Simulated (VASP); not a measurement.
A run of VASP 6.6.1 is set up as follows.

INCAR

```
SYSTEM = SnAu
PREC = Accurate ; ENCUT = 520
EDIFF = 1E-7 ; ISMEAR = 0
SIGMA = 0.1 ; LREAL = .FALSE.
LASPH = .TRUE. ; NELM = 100
ALGO = Normal ; ISIF = 2
LWAVE = .FALSE. ; LCHARG = .TRUE.
MAGMOM = 0 0 0 0 0 0 0 0 0 0 0 0 ; LORBIT = 11
LSORBIT = .TRUE. ; GGA_COMPAT = .FALSE.
LMAXMIX = 4 ; GGA = PS
LVHAR = .TRUE. ; NBANDS = 64
```

KPOINTS

```
Automatic mesh
0
G
  12 12 8
  0 0 0
```

Contents of POSCAR:

```
SnAu
1.0
    4.3332900000      0.0000000000      0.0000000000
   -2.1666400000      3.7527400000      0.0000000000
    0.0000000000      0.0000000000      5.5521000000
Sn Au
2 2
Direct
    0.6666700000      0.3333300000      0.7500000000
    0.3333300000      0.6666700000      0.2500000000
    0.0000000000      0.0000000000      0.5000000000
    0.0000000000      0.0000000000      0.0000000000
```

Potentials or basis: VASP PAW PBE potentials, release 64 (Sn_d, Au).

Run with:

```bash
$ cat potpaw_PBE.64/Sn_d/POTCAR potpaw_PBE.64/Au/POTCAR > POTCAR
$ mpirun -np 1 vasp_ncl > vasp.out
```

Question: What does it give for the net moment?

Answer: 0.00 μB per cell.

Question: Predict the pressure.

Answer: -0.7 GPa.

Moments on the atoms (μB; x, y, z):
```
Sn  0.00 0.00 0.00
Sn  0.00 0.00 0.00
Au  0.00 0.00 0.00
Au  0.00 0.00 0.00
```

Caveat: the PAW data sets were made with another functional, which shifts forces and pressure a little.
